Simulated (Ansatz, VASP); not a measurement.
# Cross-check of In between VASP and Ansatz, part 2 of 2

Aim: how closely do two programs agree when they are given the same cell, functional and k mesh? The structure shown is frame 200 of Ansatz's trajectory.

VASP 6.6.1 and Ansatz 0.2.0.

So far: The structure; Ansatz: dynamics, PBE with D3(BJ).

## (3) VASP: single point, PBE with D3(BJ)

Level of this step: PBE with D3(BJ); plane waves and PAW (In_d) (VASP).

The same cell, functional, mesh and smearing now go to VASP, with its own data sets.

Lines of VASP's logs that name or quote its potential files are left out, and so is its time.

File INCAR:

```
SYSTEM = In
PREC = Accurate
ENCUT = 400
EDIFF = 1E-06
NELM = 120
ISMEAR = -1
SIGMA = 0.05
LREAL = Auto
ALGO = Normal
GGA = PE
IVDW = 12
NBANDS = 368
LORBIT = 11
LWAVE = .FALSE.
LCHARG = .FALSE.
ISIF = 2
LASPH = .TRUE.
GGA_COMPAT = .FALSE.
NCORE = 2
```

File POSCAR:

```
In
1.0
   10.9398000000      0.0000000000      0.0000000000
    0.0000000000     10.9398000000      0.0000000000
    0.0000000000      0.0000000000     10.9398000000
In
48
Direct
    0.5645715644      0.9861606245      0.1061993821
    0.9668184062      0.2667507633      0.3460757966
    0.6905062250      0.4249072195      0.4986837054
    0.0865737948      0.8788277665      0.4288835262
    0.3819996709      0.8255818205      0.2610376789
    0.3962869522      0.1591253953      0.2944386552
    0.2385144153      0.3563410666      0.7937805079
    0.1127351506      0.4469368727      0.0803122543
    0.8783067332      0.7062469149      0.4880162343
    0.2592643376      0.2361103494      0.0555586025
    0.6233112123      0.1239236549      0.7180204391
    0.6213002066      0.6888699976      0.1199839120
    0.2516407978      0.6302674638      0.5185378160
    0.0762536792      0.5784200808      0.7557359367
    0.5016727911      0.2164939030      0.9292948683
    0.4673485804      0.4721292894      0.7032486883
    0.1388233789      0.8867163934      0.6927274722
    0.7923728039      0.3271174976      0.7562843928
    0.3052249584      0.9473299329      0.9828150423
    0.9232070056      0.7573264594      0.1949304375
    0.3265599005      0.1158704912      0.7439624125
    0.6796924989      0.8719080788      0.3303716704
    0.3211941717      0.6940529077      0.8003802629
    0.9152818150      0.0802574087      0.6623795682
    0.0296440520      0.3089818827      0.6245178157
    0.8634252911      0.5839412055      0.9848169071
    0.7074900821      0.9131885409      0.5856688422
    0.1282655990      0.7294009031      0.9954203916
    0.7632406443      0.0359695790      0.9239748441
    0.2305800837      0.3949066711      0.3283241010
    0.7308268890      0.1512093457      0.4301449752
    0.1954240480      0.1318579864      0.4761604417
    0.1656428820      0.6530740964      0.2685149637
    0.5545622406      0.6831751952      0.4795608695
    0.7121519589      0.6241156145      0.7312565129
    0.3513044114      0.6119033255      0.0701658166
    0.8742755809      0.3189820655      0.0280718112
    0.0647086784      0.0885299548      0.9014607214
    0.8761677544      0.0420574416      0.1773158559
    0.3849887567      0.8979963071      0.5333644125
    0.5647269603      0.8270717929      0.8538273095
    0.4686191704      0.4910418838      0.2813214136
    0.1632205342      0.0203385802      0.2150679171
    0.4517175817      0.2650962540      0.5499003638
    0.8810215909      0.8187444012      0.8183696228
    0.5862538620      0.4794603192      0.9702828205
    0.7661017569      0.5237572899      0.2722993108
    0.6425985850      0.2554160039      0.1996105962
```

File KPOINTS:

```
Automatic mesh
0
Gamma
1 1 1
0 0 0
```

PAW data sets: In_d (PBE family, release 64).

The run is started by

```console
$ mpirun -np 8 vasp_gam
```

Numbers of over 12 decimals in the logs are rounded to 6 here.

What it wrote:

```text
[banner, memory and clock lines left out]
running    8 mpi-ranks, on    1 nodes
[...]
LDA part: xc-table for (Slater+PW92), standard interpolation
 POSCAR, INCAR and KPOINTS ok, starting setup
[...]
entering main loop
       N       E                     dE             d eps       ncg     rms          rms(c)
DAV:   1     0.901445640990E+04    0.90145E+04   -0.25972E+05   736   0.233E+03
DAV:   2     0.174869298949E+04   -0.72658E+04   -0.71658E+04   736   0.675E+02
DAV:   3     0.968175826748E+02   -0.16519E+04   -0.15724E+04   736   0.278E+02
DAV:   4    -0.112775994535E+03   -0.20959E+03   -0.19310E+03   856   0.101E+02
[...]
DAV:  17    -0.125113746666E+03    0.97055E-05   -0.11386E-05   824   0.275E-02    0.253E-02
DAV:  18    -0.125113745242E+03    0.14238E-05   -0.10626E-05   920   0.119E-02    0.131E-02
DAV:  19    -0.125113744800E+03    0.44286E-06   -0.28515E-07   448   0.870E-03
   1 F= -.14072852E+03 E0= -.14065713E+03  d E =-.142794E+00
```

OUTCAR, selected parts (step 3):

```text
 Edisp (eV)  -15.61478

  Total       8.72865     4.68730     5.72699     2.37809     2.71132    -0.28739
  in kB      10.68143     5.73595     7.00824     2.91012     3.31790    -0.35169
  external pressure =        7.81 kB  Pullay stress =        0.00 kB

 POSITION                                       TOTAL-FORCE (eV/Angst)
 -----------------------------------------------------------------------------------
      6.17630     10.78840      1.16180        -0.001346      0.109035     -0.009928
     10.57680      2.91820      3.78600         0.324221      0.322322     -0.426189
      7.55400      4.64840      5.45550         0.268576     -0.381054      0.808725
      0.94710      9.61420      4.69190        -0.127981     -0.351353      0.198949
      4.17900      9.03170      2.85570        -0.144614      0.202995     -0.140492
      4.33530      1.74080      3.22110         0.381154      0.174308     -0.062908
      2.60930      3.89830      8.68380        -0.340849      0.188688      0.369690
      1.23330      4.88940      0.87860        -0.003802      0.377658     -0.211876
      9.60850      7.72620      5.33880        -0.075983     -0.215729      0.308082
      2.83630      2.58300      0.60780         0.353895     -0.269038     -0.012825
      6.81890      1.35570      7.85500        -0.110980     -0.015852     -0.697336
      6.79690      7.53610      1.31260        -0.029760      1.172393     -0.233843
      2.75290      6.89500      5.67270         0.045673     -0.012762      0.409157
      0.83420      6.32780      8.26760        -0.521824      0.323647     -0.468619
[...]
-----------------------------------------------------------------------------------
    total drift:                               -0.003068      0.003113     -0.009281

  FREE ENERGIE OF THE ION-ELECTRON SYSTEM (eV)
  ---------------------------------------------------
  free  energy   TOTEN  =      -140.7285222895 eV

  energy  without entropy=     -140.5857280719  energy(sigma->0) =     -140.65712518

[... 3 further parts left out ...]
[key lines of the parts left out:]
E-fermi :   6.4126
```

The run ends at a pressure of 0.78 GPa, with forces up to 1.4 eV/Å.

## (4) Side by side

Known differences besides the potentials themselves: the cutoff is 420 eV in Ansatz and 400 eV in VASP (PREC = Accurate, projectors in real space). Total energies have different zeros and are not compared.

Forces on 9 of the 48 atoms, those with the largest forces and the largest differences (eV/Å; atoms numbered as in POSCAR):

```tsv
atom	Ansatz x, y, z	VASP x, y, z
In3	0.271, -0.380, 0.807	0.269, -0.381, 0.809
In11	-0.111, -0.015, -0.693	-0.111, -0.016, -0.697
In12	-0.029, 1.172, -0.234	-0.030, 1.172, -0.234
In16	0.176, 0.826, 0.473	0.175, 0.828, 0.473
In21	-0.669, -1.106, -0.394	-0.671, -1.108, -0.394
In22	0.305, 0.220, -1.026	0.307, 0.218, -1.030
In27	-0.221, -0.290, 0.786	-0.221, -0.292, 0.790
In30	-0.568, -0.816, 0.504	-0.571, -0.817, 0.505
In44	-0.046, -0.677, -0.782	-0.047, -0.679, -0.784
```

The forces differ by 1.5 meV/Å r.m.s., which is 0.4 % of the r.m.s. force of 0.383 eV/Å (both taken over all components).

## (5) Results

| Property | Result |
| --- | --- |
| r.m.s. force difference (single point, PBE with D3(BJ)) | 0.39 % of the r.m.s. force |

The r.m.s. force difference is 0.39 % of the r.m.s. force (single point, PBE with D3(BJ)), within the 3 % picked in this series as the mark of a large difference. 2 further runs of this series are not shown here. Such differences can come from data sets, numerical settings and the points named under the comparisons, not from the functional's error against experiment.

[Lines on the potential files, build, host, timing and source positions are cut from VASP's logs without a mark.]

[Logs are printed without paths, hosts, clocks, repeated set-up lines and the standing remarks that a program may print on its own settings, such as how far it seeks lower states.]

[Hosts, paths, dates, database ids (printed as entryN), source tags and the programs' standing remarks are cut or masked in the printed files.]
